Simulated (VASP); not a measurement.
These are PBE GGA, VASP's PBE PAW potentials (set 64) (plane waves; VASP 6.6.1) values and carry that method's errors.

VASP input:

POSCAR:
```
Tc
1
    1.3904340000    -2.3702270000     0.0000000000
    1.3904340000     2.3702270000     0.0000000000
    0.0000000000     0.0000000000     4.5128720000
Tc
2
Direct
  0.3333330000   0.6666670000   0.2500000000
  0.6933270000   0.3599930000   0.7500000000
```

**INCAR**
```
SYSTEM = Tc
PREC = Accurate
ENCUT = 400
EDIFF = 1E-6
NELM = 100
ALGO = Normal
LREAL = .FALSE.
LASPH = .TRUE.
ISMEAR = 2
SIGMA = 0.3
GGA = PE
LMAXMIX = 4
LWAVE = .FALSE.
LCHARG = .FALSE.
ISIF = 2
```

**KPOINTS**
```
Automatic mesh
0
Gamma
14 14 7
0 0 0
```

POTCAR, in this order: Tc_pv (PBE.64 set). Program: vasp_std.

Output of the run:

**OSZICAR**
```
       N       E                     dE             d eps       ncg     rms          rms(c)
DAV:   1     0.274434523238E+03    0.27443E+03   -0.14713E+04 13920   0.131E+03
DAV:   2    -0.152917821000E+02   -0.28973E+03   -0.28695E+03 15210   0.411E+02
DAV:   3    -0.220894873239E+02   -0.67977E+01   -0.66487E+01 16055   0.736E+01
DAV:   4    -0.221608478595E+02   -0.71361E-01   -0.70841E-01 15426   0.709E+00
DAV:   5    -0.221614986182E+02   -0.65076E-03   -0.65059E-03 15121   0.650E-01    0.221E+01
DAV:   6    -0.208067168895E+02    0.13548E+01   -0.35020E+00 14299   0.181E+01    0.634E+00
DAV:   7    -0.206668466286E+02    0.13987E+00   -0.55812E-01 15588   0.647E+00    0.831E-01
DAV:   8    -0.206574449555E+02    0.94017E-02   -0.90065E-03 14254   0.994E-01    0.180E-01
DAV:   9    -0.206574873824E+02   -0.42427E-04   -0.37534E-04 16156   0.166E-01    0.206E-02
DAV:  10    -0.206574872203E+02    0.16207E-06   -0.20141E-05 14598   0.390E-02    0.128E-02
DAV:  11    -0.206574864028E+02    0.81751E-06   -0.27781E-06 12727   0.165E-02
   1 F= -.20657486E+02 E0= -.20658725E+02  d E =0.495328E-02
```

File OUTCAR:
```
------------------------ aborting loop because EDIFF is reached ----------------------------------------
  FORCE on cell =-STRESS in cart. coord.  units (eV):
  Direction    XX          YY          ZZ          XY          YZ          ZX
  --------------------------------------------------------------------------------------
  Total       -1.7985544     -0.9017681     -2.7863914     -0.2368115      0.0000000      0.0000000
  in kB      -96.8748032    -48.5715699   -150.0822632    -12.7552795      0.0000000      0.0000000
  external PRESSURE =     -98.5095454 kB  Pullay stress =       0.0000000 kB
  volume of cell :       29.75
      direct lattice vectors                 reciprocal lattice vectors
     1.390434000 -2.370227000  0.000000000     0.359599952 -0.210950259  0.000000000
     1.390434000  2.370227000  0.000000000     0.359599952  0.210950259  0.000000000
     0.000000000  0.000000000  4.512872000     0.000000000  0.000000000  0.221588381
 POSITION                                       TOTAL-FORCE (eV/Angst)
 -----------------------------------------------------------------------------------
      1.39043      0.79008      1.12822         0.205972      0.057668     -0.000000
      1.46457     -0.79008      3.38465        -0.205972     -0.057668      0.000000
 -----------------------------------------------------------------------------------
    total drift:                                0.000005      0.000000      0.000000
  FREE ENERGIE OF THE ION-ELECTRON SYSTEM (eV)
  ---------------------------------------------------
  free  energy   TOTEN  =       -20.6574864028 eV

  energy  without entropy=      -20.6624396851  energy(sigma->0) =      -20.65872472
```
(Selected blocks of OUTCAR.)

File OUTCAR:
```
 val. band max:       12.0232594603   @ k =   0.3571   0.0714   0.4286

 cond. band min:      12.0275784715   @ k =   0.5000   0.1429   0.2857


 Fermi energy:        12.0273274741

 k-point     1 :       0.0000    0.0000    0.0000
  band No.  band energies     occupation
      1     -27.3413      2.00000
      2     -26.3638      2.00000
      3     -26.3324      2.00000
      4     -26.2240      2.00000
      5     -26.2150      2.00000
      6     -26.1763      2.00000
      7       4.8470      2.00000
      8       6.8326      2.00000
      9      10.3627      2.00000
     10      10.4241      2.00000
     11      10.7356      2.00000
     12      11.0870      1.99969
     13      11.3587      1.99195
     14      11.8472      1.97512
     15      12.2418     -0.04953
     16      13.3610      0.00000
     17      14.1533      0.00000

 k-point     2 :       0.0714    0.0000    0.0000
  band No.  band energies     occupation
      1     -27.3225      2.00000
      2     -26.4057      2.00000
      3     -26.3482      2.00000
      4     -26.2483      2.00000
      5     -26.2228      2.00000
      6     -26.2035      2.00000
      7       5.0326      2.00000
      8       6.9910      2.00000
      9      10.0492      2.00000
     10      10.6573      2.00000
     11      10.8769      1.99999
     12      11.1155      1.99950
     13      11.4253      1.99014
     14      11.6380      2.05689
     15      12.1019      0.49824
     16      12.5138     -0.00687
     17      14.2918      0.00000

 k-point     3 :       0.0000    0.0714    0.0000
  band No.  band energies     occupation
      1     -27.3242      2.00000
      2     -26.3973      2.00000
      3     -26.3561      2.00000
      4     -26.2683      2.00000
      5     -26.2209      2.00000
      6     -26.1836      2.00000
      7       5.0319      2.00000
      8       6.9814      2.00000
      9      10.1021      2.00000
     10      10.6761      2.00000
     11      10.8596      2.00000
...
```

The compound is Tc in the hcp structure. The cell was not relaxed at this level, atoms are displaced from their ideal sites. The run is one of a series of settings (ISMEAR = 2, SIGMA = 0.3 against the base run), some of them coarse on purpose.
